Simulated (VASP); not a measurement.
All values below come from PBEsol GGA, VASP's PBE PAW potentials (set 64) (plane waves; VASP).

VASP input:

### KPOINTS
```
Automatic mesh
0
Gamma
9 9 6
0 0 0
```

File POSCAR:
```
Te
1.0
  2.1577391550  -3.7373135741   0.0000000000
  2.1577391550   3.7373135741   0.0000000000
  0.0000000000   0.0000000000   5.9767831756
Te
3
Cart
  2.7680532290  -2.6802186663   3.9845241093
  3.0948501620  -0.0000000000   0.0000000000
  2.7680532290   2.6802186663   1.9922590663
```

### INCAR
```
# general
SYSTEM  = Te
PREC    = Accurate
ENCUT   = 520   # plane-wave cut-off (eV)
LREAL   = .FALSE.   # projection in real space or not
LASPH   = .TRUE.   # aspherical one-centre terms

# electronic loop
EDIFF   = 1E-6
NELM    = 100   # most electronic steps
ALGO    = Normal   # blocked Davidson
LMAXMIX = 4   # l cut-off of mixed one-centre charges

# smearing
ISMEAR  = 1   # Methfessel-Paxton
SIGMA   = 0.1

# functional
GGA     = PS

# ions
IBRION  = 2   # conjugate gradients
NSW     = 60   # most ionic steps
ISIF    = 3   # ions, shape and volume
EDIFFG  = -0.01

# output
LWAVE   = .FALSE.
LCHARG  = .FALSE.
```

POTCAR, in this order: Te (PBE.64 set). Program: vasp_std.

The run wrote:

**OSZICAR**
```
       N       E                     dE             d eps       ncg     rms          rms(c)
DAV:   1     0.771715877344E+02    0.77172E+02   -0.66720E+03  1612   0.111E+03
DAV:   2    -0.513930769451E+01   -0.82311E+02   -0.79221E+02  2135   0.158E+02
DAV:   3    -0.105070076603E+02   -0.53677E+01   -0.52961E+01  1977   0.454E+01
DAV:   4    -0.106021259903E+02   -0.95118E-01   -0.95031E-01  1943   0.728E+00
DAV:   5    -0.106038316664E+02   -0.17057E-02   -0.17057E-02  1958   0.961E-01    0.135E+01
DAV:   6    -0.105860816636E+02    0.17750E-01   -0.13701E-02  1727   0.786E-01    0.842E+00
DAV:   7    -0.105802644079E+02    0.58173E-02   -0.27452E-02  1712   0.110E+00    0.269E-01
DAV:   8    -0.105798078205E+02    0.45659E-03   -0.46726E-03  1677   0.442E-01    0.121E-01
DAV:   9    -0.105798247144E+02   -0.16894E-04   -0.13428E-04  2094   0.895E-02    0.777E-02
DAV:  10    -0.105798252891E+02   -0.57476E-06   -0.11539E-05  1887   0.249E-02    0.901E-03
DAV:  11    -0.105798234989E+02    0.17902E-05   -0.42967E-06  1672   0.137E-02    0.320E-03
DAV:  12    -0.105798235218E+02   -0.22879E-07   -0.35684E-07   891   0.419E-03
   1 F= -.10579824E+02 E0= -.10579730E+02  d E =-.105798E+02
       N       E                     dE             d eps       ncg     rms          rms(c)
DAV:   1    -0.105800017972E+02   -0.17830E-03   -0.40896E-03  1632   0.361E-01    0.637E-02
DAV:   2    -0.105799685403E+02    0.33257E-04   -0.14876E-04  1762   0.774E-02    0.307E-02
DAV:   3    -0.105799536136E+02    0.14927E-04   -0.12026E-05  1872   0.202E-02    0.126E-02
DAV:   4    -0.105799467903E+02    0.68233E-05   -0.15958E-05  1662   0.198E-02    0.204E-02
DAV:   5    -0.105799466922E+02    0.98029E-07   -0.47861E-07   836   0.517E-03
   2 F= -.10579947E+02 E0= -.10579853E+02  d E =-.123170E-03
       N       E                     dE             d eps       ncg     rms          rms(c)
DAV:   1    -0.105800736738E+02   -0.12688E-03   -0.57400E-03  1622   0.428E-01    0.789E-02
DAV:   2    -0.105800270351E+02    0.46639E-04   -0.20712E-04  1757   0.914E-02    0.344E-02
DAV:   3    -0.105800055284E+02    0.21507E-04   -0.17748E-05  1847   0.243E-02    0.147E-02
DAV:   4    -0.105799963252E+02    0.92032E-05   -0.21448E-05  1662   0.230E-02    0.248E-02
DAV:   5    -0.105799962240E+02    0.10115E-06   -0.65185E-07   831   0.605E-03
   3 F= -.10579996E+02 E0= -.10579904E+02  d E =-.172702E-03
       N       E                     dE             d eps       ncg     rms          rms(c)
DAV:   1    -0.105800608870E+02   -0.64562E-04   -0.12270E-03  1637   0.209E-01    0.173E-02
DAV:   2    -0.105800638056E+02   -0.29186E-05   -0.63395E-05  1872   0.493E-02    0.123E-02
DAV:   3    -0.105800627099E+02    0.10957E-05   -0.13571E-06  1224   0.847E-03    0.592E-03
DAV:   4    -0.105800619444E+02    0.76553E-06   -0.83552E-07   831   0.566E-03
   4 F= -.10580062E+02 E0= -.10579970E+02  d E =-.657203E-04
       N       E                     dE             d eps       ncg     rms          rms(c)
DAV:   1    -0.105801415039E+02   -0.78794E-04   -0.11032E-02  1627   0.625E-01    0.559E-02
DAV:   2    -0.105801690886E+02   -0.27585E-04   -0.56676E-04  1867   0.148E-01    0.299E-02
DAV:   3    -0.105801605495E+02    0.85391E-05   -0.14079E-05  1752   0.257E-02    0.128E-02
DAV:   4    -0.105801569013E+02    0.36481E-05   -0.51205E-06  1722   0.126E-02    0.970E-03
DAV:   5    -0.105801567157E+02    0.18560E-06   -0.29571E-07   841   0.373E-03
   5 F= -.10580157E+02 E0= -.10580069E+02  d E =-.160492E-03
```

**OUTCAR**
```
------------------------ aborting loop because EDIFF is reached ----------------------------------------
  FORCE on cell =-STRESS in cart. coord.  units (eV):
  Direction    XX          YY          ZZ          XY          YZ          ZX
  --------------------------------------------------------------------------------------
  Total       -0.0081952     -0.0081952      0.0227202      0.0000000      0.0000000      0.0000000
  in kB       -0.1364914     -0.1364913      0.3784064      0.0000000      0.0000000      0.0000000
  external PRESSURE =       0.0351412 kB  Pullay stress =       0.0000000 kB
  volume of cell :       96.20
      direct lattice vectors                 reciprocal lattice vectors
     2.158977022 -3.739457623 -0.000000000     0.231591163 -0.133709230 -0.000000000
     2.158977022  3.739457623  0.000000000     0.231591163  0.133709230  0.000000000
    -0.000000000 -0.000000000  5.957683432     0.000000000 -0.000000000  0.167850476
 POSITION                                       TOTAL-FORCE (eV/Angst)
 -----------------------------------------------------------------------------------
      0.61376      1.06306      3.97179         0.002611      0.004523      0.000000
      3.09044     -0.00000     -0.00000        -0.005223      0.000000     -0.000000
      0.61376     -1.06306      1.98589         0.002611     -0.004523     -0.000000
 -----------------------------------------------------------------------------------
    total drift:                               -0.000193     -0.000397      0.000015
  FREE ENERGIE OF THE ION-ELECTRON SYSTEM (eV)
  ---------------------------------------------------
  free  energy   TOTEN  =       -10.5801567157 eV

  energy  without entropy=      -10.5798943310  energy(sigma->0) =      -10.58006925

 reached required accuracy - stopping structural energy minimisation
```
(Selected blocks of OUTCAR.)

### CONTCAR
```
Te
   1.00000000000000
     2.1589770223311366   -3.7394576227430689   -0.0000000000000000
     2.1589770223311366    3.7394576227430689    0.0000000000000000
    -0.0000000000000000   -0.0000000000000000    5.9576834319532797
  Te
     3
Direct
     0.0000000000000019    0.2842817063158818    0.6666669999999968
     0.7157182936841162    0.7157182936841162    0.0000000000000000
     0.2842817063158818    0.0000000000000019    0.3333330000000032
```

The compound is Te in the trig structure. This run relaxes it. Symmetry was kept, so distortions that lower it aren't found. The start is the result of an earlier pass.
